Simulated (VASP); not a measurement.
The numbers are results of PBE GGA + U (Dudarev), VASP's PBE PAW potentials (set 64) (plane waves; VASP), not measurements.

VASP ran on this input.

INCAR:
```
SYSTEM  =  MnO
PREC  =  Accurate; ENCUT  =  520; LREAL  =  .False.
LASPH  =  .True.
EDIFF  =  1E-6; NELM  =  100; ALGO  =  Normal
LMAXMIX  =  4
ISMEAR  =  0; SIGMA  =  0.05
GGA  =  PE
MAGMOM  =  5.0 -5.0 0.0 0.0
ISPIN  =  2
LDAUL  =  2 -1
LDAUU  =  3.0 0
LDAUJ  =  0 0
LDAU  =  .True.; LDAUTYPE  =  2; LDAUPRINT  =  1
ISIF  =  2
LWAVE  =  .False.; LCHARG  =  .False.; LORBIT  =  10
```

### KPOINTS
```
Automatic mesh
0
Gamma
 7 7 7
0 0 0
```

POSCAR:
```
MnO
1
    4.4400000000     2.2200000000     2.2200000000
    2.2200000000     4.4400000000     2.2200000000
    2.2200000000     2.2200000000     4.4400000000
Mn O
2 2
Direct
  0.0000000000   0.0000000000   0.0000000000
  0.5000000000   0.5000000000   0.5000000000
  0.2500000000   0.2500000000   0.2500000000
  0.7500000000   0.7500000000   0.7500000000
```

POTCAR, in this order: Mn_pv O (PBE.64 set). Program: vasp_std.

What VASP printed:

OSZICAR:
```
       N       E                     dE             d eps       ncg     rms          rms(c)
DAV:   1     0.457161483525E+03    0.45716E+03   -0.22472E+04  4144   0.204E+03
DAV:   2     0.168645642803E+02   -0.44030E+03   -0.43246E+03  4118   0.561E+02
DAV:   3    -0.329732083664E+02   -0.49838E+02   -0.48847E+02  5740   0.175E+02
DAV:   4    -0.342541456773E+02   -0.12809E+01   -0.12786E+01  4503   0.293E+01
DAV:   5    -0.342737742059E+02   -0.19629E-01   -0.19623E-01  4999   0.409E+00    0.200E+01
DAV:   6    -0.306600124114E+02    0.36138E+01   -0.38302E+01  5160   0.550E+01    0.168E+01
DAV:   7    -0.314451623941E+02   -0.78515E+00   -0.35542E+00  4391   0.220E+01    0.106E+01
DAV:   8    -0.312593584085E+02    0.18580E+00   -0.20542E+00  4874   0.109E+01    0.605E+00
DAV:   9    -0.314717338186E+02   -0.21238E+00   -0.27279E-01  4902   0.532E+00    0.116E+00
DAV:  10    -0.314773325151E+02   -0.55987E-02   -0.41113E-02  4631   0.183E+00    0.504E-01
DAV:  11    -0.314755698875E+02    0.17626E-02   -0.16214E-02  4965   0.825E-01    0.214E-01
DAV:  12    -0.314761029769E+02   -0.53309E-03   -0.16671E-03  4657   0.317E-01    0.669E-02
DAV:  13    -0.314761060476E+02   -0.30706E-05   -0.20420E-04  4936   0.138E-01    0.622E-02
DAV:  14    -0.314760914423E+02    0.14605E-04   -0.18911E-04  5082   0.116E-01    0.184E-02
DAV:  15    -0.314760969555E+02   -0.55133E-05   -0.15270E-05  5028   0.355E-02    0.620E-03
DAV:  16    -0.314760967058E+02    0.24970E-06   -0.10938E-06  2663   0.129E-02
   1 F= -.31476097E+02 E0= -.31476097E+02  d E =-.989134E-13  mag=     0.0000
```

### OUTCAR
```
------------------------ aborting loop because EDIFF is reached ----------------------------------------
  FORCE on cell =-STRESS in cart. coord.  units (eV):
  Direction    XX          YY          ZZ          XY          YZ          ZX
  --------------------------------------------------------------------------------------
  Total        1.2747707      1.2747707      1.2747707     -0.3360509     -0.3360509     -0.3360509
  in kB       46.6684898     46.6684898     46.6684898    -12.3025947    -12.3025947    -12.3025947
  external PRESSURE =      46.6684898 kB  Pullay stress =       0.0000000 kB
  volume of cell :       43.76
      direct lattice vectors                 reciprocal lattice vectors
     4.440000000  2.220000000  2.220000000     0.337837838 -0.112612613 -0.112612613
     2.220000000  4.440000000  2.220000000    -0.112612613  0.337837838 -0.112612613
     2.220000000  2.220000000  4.440000000    -0.112612613 -0.112612613  0.337837838
 POSITION                                       TOTAL-FORCE (eV/Angst)
 -----------------------------------------------------------------------------------
      0.00000      0.00000      0.00000         0.000000      0.000000      0.000000
      4.44000      4.44000      4.44000        -0.000000      0.000000      0.000000
      2.22000      2.22000      2.22000        -0.000000     -0.000000     -0.000000
      6.66000      6.66000      6.66000         0.000000      0.000000     -0.000000
 -----------------------------------------------------------------------------------
    total drift:                                0.000000     -0.000000     -0.000000
  FREE ENERGIE OF THE ION-ELECTRON SYSTEM (eV)
  ---------------------------------------------------
  free  energy   TOTEN  =       -31.4760967058 eV

  energy  without entropy=      -31.4760967058  energy(sigma->0) =      -31.47609671

 total charge

# of ion       s       p       d       tot
------------------------------------------
    1        0.205   6.182   4.968  11.354
    2        0.205   6.182   4.968  11.354
    3        1.556   3.447   0.000   5.003
    4        1.556   3.447   0.000   5.003
--------------------------------------------------
tot          3.522  19.257   9.936  32.715

 magnetization (x)

# of ion       s       p       d       tot
------------------------------------------
    1        0.019   0.019   4.486   4.524
    2       -0.019  -0.019  -4.486  -4.524
    3        0.000   0.000   0.000   0.000
    4        0.000   0.000   0.000   0.000
--------------------------------------------------
tot          0.000   0.000   0.000   0.000
```
(Selected blocks of OUTCAR.)

The compound is MnO in the rock salt, AFM-II order structure. The cell was not relaxed at this level. The run is one of a series of settings (LDAU = .TRUE., LDAUJ = 0 0, LDAUL = 2 -1, LDAUTYPE = 2, LDAUU = 3.0 0 against the base run), some of them coarse on purpose.
